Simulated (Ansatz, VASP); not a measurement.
# Cross-check of La3YS4 (La0.75Y0.25S, rock salt) between VASP and Ansatz, part 3 of 3

Aim: how closely do two programs agree when they are given the same cell, functional and k mesh? The cell is invented: As first built, before any earlier steps moved the atoms (in the runner's words): 1x2x2 conventional cells of the LaS type (32 atoms: 16 S, 4 Y, 12 La); La/Y share their sites, the best of 600 random draws by like-pair counts in two shells; start lattice by linear mixing of the end members' cells; atoms moved at random by 0.02 A. It may not be a known or stable phase. Of the first pair: The structure shown is the start of the Ansatz relaxation below; VASP solves that cell, so the two are compared at the walk's first step.

VASP 6.6.1 and Ansatz 0.2.0.

So far. Step 3 (VASP: single point, LDA, start cell, pair 1): The run ends at a pressure of -3.23 GPa, with forces up to 1.0 eV/Å. Step 6 (VASP: single point, LDA, relaxed cell, pair 2): The run ends at a pressure of -0.03 GPa, with forces up to 0.012 eV/Å.

## (9) VASP: single point, PBE, start cell

Level of this step: PBE; plane waves and PAW (S, Y_sv, La); invented cell (VASP).

The same cell, functional, mesh and smearing now go to VASP, with its own data sets.

INCAR

```
SYSTEM = La3YS4
PREC = Accurate
ENCUT = 400
EDIFF = 1E-06
NELM = 200
ISMEAR = 1
SIGMA = 0.15
LREAL = Auto
ALGO = Normal
GGA = PE
NBANDS = 160
LASPH = .TRUE.
LORBIT = 11
LWAVE = .FALSE.
LCHARG = .FALSE.
ISIF = 2
ISYM = 0
GGA_COMPAT = .FALSE.
LMAXMIX = 6
KPAR = 4
```

POSCAR

```
La3YS4
1.0
    5.7623300000      0.0000000000      0.0000000000
    0.0000000000     11.5246500000      0.0000000000
    0.0000000000      0.0000000000     11.5246500000
S Y La
16 4 12
Direct
    0.5012382144      0.0001822181      0.9983904067
    0.4999019494      0.2512093643      0.2476691266
    0.9984155715      0.9966983813      0.2477558971
    0.9936084882      0.2495867553      0.9978003670
    0.5009431949      0.0002689886      0.4996767798
    0.4912596120      0.2490661322      0.7499229912
    0.0003817900      0.9973404832      0.7491680875
    0.9965933919      0.2485975713      0.5018373660
    0.4971947112      0.4999370914      0.0015271613
    0.4979756453      0.7498101895      0.2501941491
    0.0002256032      0.4978719527      0.2501334097
    0.0047203128      0.7473198752      0.0014924531
    0.5004052180      0.4988871679      0.5034686520
    0.5026438958      0.7479185919      0.7501312404
    0.0019957205      0.4996681027      0.7511898409
    0.9997691906      0.7511638097      0.5024968220
    0.9976519915      0.2503503360      0.7492027957
    0.0004338523      0.7479359460      0.2489880387
    0.4993119103      0.5015597003      0.2519902991
    0.9954133137      0.4986181793      0.5011171706
    0.9930878655      0.9991973726      0.9998307975
    0.0043558769      0.2512006872      0.2494305684
    0.4987218712      0.9995704859      0.2526410780
    0.4985136221      0.2494739537      0.0006073937
    0.9995782956      0.9996572564      0.4980715249
    0.4999540117      0.9992320808      0.7520228380
    0.5022621058      0.2499598686      0.5011605559
    0.9988147156      0.5018286889      0.9999869844
    0.5020191485      0.7477624049      0.0005987167
    0.9941464651      0.7464695240      0.7494717844
    0.4968823375      0.5002841735      0.7538970815
    0.4971079407      0.7489164530      0.5003622670
```

KPOINTS

```
Points of the shifted mesh
16
Reciprocal
 0.1250000000  0.2500000000  0.2500000000 1
 0.1250000000  0.2500000000  0.7500000000 1
 0.1250000000  0.7500000000  0.2500000000 1
 0.1250000000  0.7500000000  0.7500000000 1
 0.3750000000  0.2500000000  0.2500000000 1
 0.3750000000  0.2500000000  0.7500000000 1
 0.3750000000  0.7500000000  0.2500000000 1
 0.3750000000  0.7500000000  0.7500000000 1
 0.6250000000  0.2500000000  0.2500000000 1
 0.6250000000  0.2500000000  0.7500000000 1
 0.6250000000  0.7500000000  0.2500000000 1
 0.6250000000  0.7500000000  0.7500000000 1
 0.8750000000  0.2500000000  0.2500000000 1
 0.8750000000  0.2500000000  0.7500000000 1
 0.8750000000  0.7500000000  0.2500000000 1
 0.8750000000  0.7500000000  0.7500000000 1
```

PAW data sets: S, Y_sv and La (PBE family, release 64).

On the command line:

```sh
mpirun -np 4 vasp_std
```

Numbers of over 12 decimals in the logs are rounded to 6 here.

The log of the run:

```text
[banner, memory and clock lines left out]
running    4 mpi-ranks, on    1 nodes
[...]
LDA part: xc-table for (Slater+PW92), standard interpolation
 POSCAR, INCAR and KPOINTS ok, starting setup
[...]
entering main loop
       N       E                     dE             d eps       ncg     rms          rms(c)
DAV:   1     0.355911441771E+04    0.35591E+04   -0.80262E+04  5176   0.184E+03
DAV:   2     0.101238642589E+04   -0.25467E+04   -0.24595E+04  6752   0.484E+02
DAV:   3     0.534748241523E+02   -0.95891E+03   -0.93517E+03  8296   0.295E+02
DAV:   4    -0.187242123313E+03   -0.24072E+03   -0.23414E+03  8904   0.163E+02
[...]
DAV:  19    -0.216929574807E+03   -0.39916E-05   -0.16026E-05  5840   0.172E-02    0.640E-03
DAV:  20    -0.216929577661E+03   -0.28542E-05   -0.55430E-06  4544   0.129E-02    0.406E-03
DAV:  21    -0.216929577541E+03    0.12024E-06   -0.20573E-06  3928   0.983E-03
   1 F= -.21692958E+03 E0= -.21693451E+03  d E =0.147876E-01
```

Parts of OUTCAR (step 9):

```text
  Total        9.8023697      8.8422586      8.7696315     -0.0622842     -0.0783829     -0.0341137
  in kB       20.5205050     18.5105865     18.3585472     -0.1303871     -0.1640886     -0.0714144
  external PRESSURE =      19.1298795 kB  Pullay stress =       0.0000000 kB

 POSITION                                       TOTAL-FORCE (eV/Angst)
 -----------------------------------------------------------------------------------
      2.88830      0.00210     11.50610        -0.281728     -0.088736      0.287238
      2.88060      2.89510      2.85430         0.143384      0.605545      0.311481
      5.75320     11.48660      2.85530         0.012976     -0.432805      0.152305
      5.72550      2.87640     11.49930         0.182352      0.050084     -0.463929
      2.88660      0.00310      5.75860        -0.047162     -0.066605      0.144569
      2.83080      2.87040      8.64260         0.152052      0.066796      0.031366
      0.00220     11.49400      8.63390        -0.040845      0.695811     -0.003456
      5.74270      2.86500      5.78350         0.196161      0.746112      0.438569
      2.86500      5.76160      0.01760         0.064667     -0.082062      0.742056
      2.86950      8.64130      2.88340         0.047048     -0.656326      0.074367
      0.00130      5.73780      2.88270        -0.019711      0.779133      0.689451
      0.02720      8.61260      0.01720        -0.138574      0.239318      0.559593
      2.88350      5.74950      5.80230        -0.084510      0.055523     -0.720842
      2.89640      8.61950      8.64500        -0.312184      0.106246      0.004361
[...]
-----------------------------------------------------------------------------------
    total drift:                               -0.003420     -0.005471      0.002768

  FREE ENERGIE OF THE ION-ELECTRON SYSTEM (eV)
  ---------------------------------------------------
  free  energy   TOTEN  =      -216.9295775407 eV

  energy  without entropy=     -216.9443651058  energy(sigma->0) =     -216.93450673

[... 2 parts as in an earlier step ...]

[... 1 further part left out ...]
[key lines of the parts left out:]
E-fermi :   8.5124
```

The run ends at a pressure of 1.91 GPa, with forces up to 1.2 eV/Å.

## (10) Differences

Forces on 7 of the 32 atoms, those with the largest forces and the largest differences (eV/Å; atoms numbered as in POSCAR):

```tsv
atom	Ansatz x, y, z	VASP x, y, z
S7	-0.041, 0.704, -0.004	-0.041, 0.696, -0.003
S8	0.198, 0.753, 0.444	0.196, 0.746, 0.439
S9	0.066, -0.083, 0.749	0.065, -0.082, 0.742
S11	-0.020, 0.787, 0.696	-0.020, 0.779, 0.689
S13	-0.085, 0.056, -0.728	-0.085, 0.056, -0.721
S15	-0.210, -0.747, -0.694	-0.208, -0.740, -0.686
S16	-0.104, -0.812, -0.854	-0.103, -0.804, -0.845
```

The forces differ by 3.1 meV/Å r.m.s., which is 1.0 % of the r.m.s. force of 0.307 eV/Å (both taken over all components).

## (11) Results

* r.m.s. force difference (single point, LDA, start cell, pair 1): 0.63 % of the r.m.s. force
* difference in pressure (single point, LDA, relaxed cell, pair 2): 0.036 GPa
* r.m.s. force difference (single point, PBE, start cell): 1.0 % of the r.m.s. force

The r.m.s. force difference is 1.0 % of the r.m.s. force (single point, PBE, start cell), within the 3 % picked in this series as the mark of a large difference. 1 further run of this series is not shown here. Such differences can come from data sets, numerical settings and the points named under the comparisons, not from the functional's error against experiment.

[Lines on the potential files, build, host, timing and source positions are cut from VASP's logs without a mark.]

[Logs are printed without paths, hosts, clocks, repeated set-up lines and the standing remarks that a program may print on its own settings, such as how far it seeks lower states.]

[Hosts, paths, dates, database ids (printed as entryN), source tags and the programs' standing remarks are cut or masked in the printed files.]
